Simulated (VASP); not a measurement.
Given:

```yaml
crystal:
  lattice:
    - [2.08322, -5.55516, 0.00000]
    - [2.08322, 5.55516, 0.00000]
    - [0.00000, 0.00000, 4.43050]
  atoms:
    - { symbol: Sr, position: [0.86069, 0.13931, 0.75000] }
    - { symbol: Sr, position: [0.13931, 0.86069, 0.25000] }
    - { symbol: Pd, position: [0.57059, 0.42941, 0.75000] }
    - { symbol: Pd, position: [0.42941, 0.57059, 0.25000] }
```

Level of theory: PBEsol GGA, VASP's PBE PAW potentials (set 64) (plane waves; VASP). Settings: 300 eV cut-off, 6×6×5 Γ-centred mesh, Fermi-Dirac smearing of 0.14 eV, potentials Sr_sv Pd.

At this cut-off the stress carries a Pulay error, which pulls relaxed volumes low.

Question: Which forces act on the atoms, in eV/Å?

Answer: 
```tsv
atom	Fx	Fy	Fz
Sr1	0.000	0.091	0.000
Sr2	0.000	-0.091	0.000
Pd3	0.000	-0.053	0.000
Pd4	0.000	0.053	0.000
```

Question: Give the stress tensor in GPa (positive for a compressed cell).

Answer: 
```
1.02  0.00  0.00
0.00  1.03  0.00
0.00  0.00  1.46
```
The pressure is its mean diagonal, 1.17 GPa.

The structure comes from a computed database's SrPd entry (Cmcm); how it stands against other phases isn't given here. The cell was not relaxed at this level.
